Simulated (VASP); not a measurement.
# A VASP study of W2CN (PBE + rVV10): structure first, properties next, part 5 of 5

Aim: relax W2CN, then compute properties on the relaxed cell. The cell is invented: it takes the structure of a Materials Project entry for Zr2CN (space group 166 there), with some of its atoms replaced by other elements, volume scaled by an estimate. It may not be a known or stable phase.

VASP 6.6.1, plane waves and PAW; the level of theory is named at each step.

So far. Step 5 (Band structure (PBE + rVV10)): There is no gap at this level. Step 6 (Total and projected DOS (PBE + rVV10)): The finer mesh and the other smearing move the Fermi level by -0.00 eV from the 9×9×9 run, a small shift, which tests the Fermi level alone. Of the states within 0.3 eV of the Fermi level, the largest shares in the PAW spheres are W d 76 %. The rest lies in smaller channels or between the spheres. The relaxed cell has a = 2.905, c = 17.020 Å (conventional setting).

### Step 8. A semilocal run for the hybrid's start

This step: PBE, no spin polarisation; plane waves and PAW (W, N, C); invented cell (VASP 6.6.1).

A hybrid converges badly from random orbitals, so a cheap semilocal run writes a WAVECAR on the same mesh first.

The input, INCAR:

```
SYSTEM = W2CN
PREC = Accurate
ENCUT = 520
EDIFF = 1E-05
NELM = 100
ISMEAR = -1
SIGMA = 0.05
LREAL = .FALSE.
ALGO = Normal
GGA = PE
NBANDS = 16
LORBIT = 11
LWAVE = .TRUE.
LCHARG = .FALSE.
KPAR = 2
```

The input, POSCAR:

```
W2CN
1.0
    1.4527387960      0.8387394557      5.6733830770
   -1.4527387960      0.8387394557      5.6733830770
    0.0000000000     -1.6774781074      5.6733830846
W N C
2 1 1
Direct
    0.7468982251      0.7468982251      0.7468982244
    0.2531017749      0.2531017749      0.2531017756
    0.5000000000      0.5000000000      0.5000000000
    0.0000000000      0.0000000000      0.0000000000
```

The input, KPOINTS:

```
Automatic mesh
0
Gamma
6 6 6
0 0 0
```

PAW data sets: W, N and C (PBE family, release 64).

On the command line:

```sh
$ mpirun -np 2 vasp_std
```

The program printed:

```text
[banner, memory and clock lines left out]
running    2 mpi-ranks, on    1 nodes
 distrk:  each k-point on    1 cores,    2 groups
 distr:  one band on    1 cores,    1 groups

 POSCAR found type information on POSCAR W N C
 POSCAR found :  3 types and       4 ions
 LDA part: xc-table for (Slater+PW92), standard interpolation
 POSCAR, INCAR and KPOINTS ok, starting setup
 FFT: planning ... GRIDC
 FFT: planning ... GRID_SOFT
 FFT: planning ... GRID
 WAVECAR not read
 entering main loop
       N       E                     dE             d eps       ncg     rms          rms(c)
DAV:   1     0.855334578891E+02    0.85533E+02   -0.10228E+04  1024   0.120E+03
DAV:   2    -0.404027185463E+02   -0.12594E+03   -0.12211E+03  1264   0.309E+02
DAV:   3    -0.490056705784E+02   -0.86030E+01   -0.83762E+01  1544   0.673E+01
DAV:   4    -0.491556541467E+02   -0.14998E+00   -0.14959E+00  1128   0.101E+01
DAV:   5    -0.491585885970E+02   -0.29345E-02   -0.29335E-02  1504   0.119E+00    0.447E+01
DAV:   6    -0.427820024165E+02    0.63766E+01   -0.35986E+01  1376   0.372E+01    0.156E+01
DAV:   7    -0.425404226637E+02    0.24158E+00   -0.21636E+00  1296   0.120E+01    0.109E+01
DAV:   8    -0.424701626394E+02    0.70260E-01   -0.32210E-01  1480   0.473E+00    0.834E-01
DAV:   9    -0.424618553007E+02    0.83073E-02   -0.50352E-02  1392   0.166E+00    0.285E-01
DAV:  10    -0.424617598633E+02    0.95437E-04   -0.86512E-03  1448   0.636E-01    0.159E-01
DAV:  11    -0.424615925560E+02    0.16731E-03   -0.12937E-03  1448   0.246E-01    0.106E-01
DAV:  12    -0.424616010344E+02   -0.84783E-05   -0.11813E-04  1248   0.903E-02    0.253E-02
DAV:  13    -0.424615943292E+02    0.67052E-05   -0.15402E-05   752   0.278E-02
   1 F= -.42461594E+02 E0= -.42453756E+02  d E =-.156764E-01
 writing wavefunctions
```

The job ended after 23 s (2 MPI ranks of Intel Xeon 6975P-C (Granite Rapids), shared host; peak memory 0.62 GiB; 43 s of CPU time).

From OUTCAR (step 8):

```text
   k-points           NKPTS =     32   k-points in BZ     NKDIM =     32   number of bands    NBANDS=     16

   NELECT =      21.0000    total number of electrons

 E-fermi :   9.5438

 k-point     1 :       0.0000    0.0000    0.0000
  band No.  band energies     occupation
    ...
      9       7.5111      2.00000
     10       8.0443      2.00000
     11       8.0443      2.00000
     12       9.4485      1.74115
     13       9.4485      1.74115
     14      10.2698      0.00000
     15      10.2698      0.00000
     16      10.6830      0.00000

  Total        0.1098989      0.1098990      0.9858906      0.0000000      0.0000000      0.0000000
  in kB        4.2451818      4.2451824     38.0830286      0.0000000      0.0000018      0.0000000
  external PRESSURE =      15.5244643 kB  Pullay stress =       0.0000000 kB

 POSITION                                       TOTAL-FORCE (eV/Angst)
 -----------------------------------------------------------------------------------
      0.00000      0.00000     12.71232        -0.000000     -0.000000     -0.032327
      0.00000      0.00000      4.30783        -0.000000      0.000000      0.032327
      0.00000      0.00000      8.51007         0.000000      0.000000     -0.000000
      0.00000      0.00000      0.00000        -0.000000      0.000000      0.000000
 -----------------------------------------------------------------------------------
    total drift:                               -0.000000     -0.000000     -0.000000

  FREE ENERGIE OF THE ION-ELECTRON SYSTEM (eV)
  ---------------------------------------------------
  free  energy   TOTEN  =       -42.4615943292 eV

  energy  without entropy=      -42.4459179304  energy(sigma->0) =      -42.45375613

[... 6 parts as in an earlier step ...]

[... 10 further parts left out ...]
```

LASPH is off, so gradient terms of the non-spherical density inside the spheres are left out; for open d or f shells this can shift gaps and moments.

Numbers from this step:

* bands: 16
* irreducible k-points: 32
* free energy (TOTEN): -42.46 eV
* energy at zero smearing: -42.45 eV
* Fermi energy: 9.544 eV
* pressure: 1.552 GPa

### Step 9. Band structure (HSE06)

This step: HSE06, no spin polarisation; plane waves and PAW (W, N, C); invented cell (VASP 6.6.1).

HSE06 mixes in a quarter of exact exchange at short range, at far higher cost; in semiconductors this cures much of the gap error, while metals seldom gain.

The input, INCAR:

```
SYSTEM = W2CN
PREC = Accurate
ENCUT = 520
EDIFF = 1E-06
NELM = 100
ISMEAR = -1
SIGMA = 0.05
LREAL = .FALSE.
ALGO = Normal
LHFCALC = .TRUE.
AEXX = 0.25
GGA = PE
HFSCREEN = 0.2
LASPH = .TRUE.
NBANDS = 16
PRECFOCK = Fast
LORBIT = 11
LWAVE = .FALSE.
LCHARG = .FALSE.
KPAR = 2
```

POSCAR is that of step 8.

KPOINTS is that of step 8.

The input, KPOINTS_OPT:

```
Line mode
6
Line-mode
Reciprocal
  0.00000000   0.00000000   0.00000000 GAMMA
  0.50000000   0.00000000   0.00000000 L

  0.50000000   0.00000000   0.00000000 L
  0.50000000   0.18123730  -0.18123730 B1

  0.81876270   0.50000000   0.18123730 B
  0.50000000   0.50000000   0.50000000 Z

  0.50000000   0.50000000   0.50000000 Z
  0.00000000   0.00000000   0.00000000 GAMMA

  0.00000000   0.00000000   0.00000000 GAMMA
  0.34061865   0.00000000  -0.34061865 X

  0.65938135   0.34061865   0.00000000 Q
  0.50000000   0.50000000   0.00000000 F

  0.50000000   0.50000000   0.00000000 F
  0.65938135   0.65938135   0.18123730 P1

  0.65938135   0.65938135   0.18123730 P1
  0.50000000   0.50000000   0.50000000 Z

  0.50000000   0.00000000   0.00000000 L
  0.81876270   0.34061865   0.34061865 P
```

The run starts from files that an earlier step left in the folder.

On the command line:

```sh
$ mpirun -np 2 vasp_std
```

The program printed:

```text
[banner, memory and clock lines left out]
running    2 mpi-ranks, on    1 nodes
[...]
LDA part: xc-table for (Slater+PW92), standard interpolation
 found WAVECAR, reading the header
 POSCAR, INCAR and KPOINTS ok, starting setup
[...]
reading WAVECAR
 the WAVECAR file was read successfully
 initial charge from wavefunction
 entering main loop
       N       E                     dE             d eps       ncg     rms          rms(c)
DAV:   1    -0.497897902726E+02   -0.49790E+02   -0.17660E+00  1048   0.178E+01    0.127E+01
DAV:   2    -0.497904834604E+02   -0.69319E-03   -0.22739E-02  1248   0.101E+00    0.757E+00
DAV:   3    -0.497862862468E+02    0.41972E-02   -0.63905E-03  1312   0.549E-01    0.437E+00
DAV:   4    -0.497852616894E+02    0.10246E-02   -0.15611E-03  1248   0.280E-01    0.253E+00
[...]
DAV:   8    -0.497850158419E+02   -0.19740E-05   -0.46190E-06  1328   0.147E-02    0.296E-01
DAV:   9    -0.497850173390E+02   -0.14971E-05   -0.77015E-07   728   0.663E-03    0.175E-01
DAV:  10    -0.497850184929E+02   -0.11539E-05   -0.33535E-07   600   0.512E-03    0.108E-01
```

Run time: 38 min. Hardware: 2 MPI ranks.

The run was cut off at its time limit.

More ranks or a longer limit would be the way on.

### Step 10. Summary of results

- relaxed volume: 10.37 Å³/atom
- relaxed conventional cell a, b, c: 2.905, 2.905, 17.020 Å; angles 90.0, 90.0, 120.0°
- space group after relaxing, within 0.02 Å: R-3m (No. 166)
- band gap: none, a metal
- DOS at the Fermi level: 1.85 states/eV/cell

What this shows: With PBE + rVV10, W2CN relaxes to 10.37 Å³/atom in space group R-3m (held by the symmetry of the run) and comes out as a metal. Not obtained: band structure (HSE06), because the run hit its time limit. Band structure (PBE + rVV10): Of the bands kept, 5 cross the Fermi level on this path. Spin-orbit coupling is left out, and with elements this heavy it would split and shift bands near the Fermi level. Magnetism was not tested. With an odd electron count and no spin the cell is a metal by construction. No search among competing phases was made. All values are for a static lattice at zero temperature.

[Lines on the potential files, build, host, timing and source positions are cut from VASP's logs without a mark.]

[Logs are printed without paths, hosts, clocks, repeated set-up lines and the standing remarks that a program may print on its own settings, such as how far it seeks lower states.]

[Hosts, paths, dates, database ids (printed as entryN), source tags and the programs' standing remarks are cut or masked in the printed files.]

[A measured line is paired with the nearest computed mode of its activity, which favours agreement.]
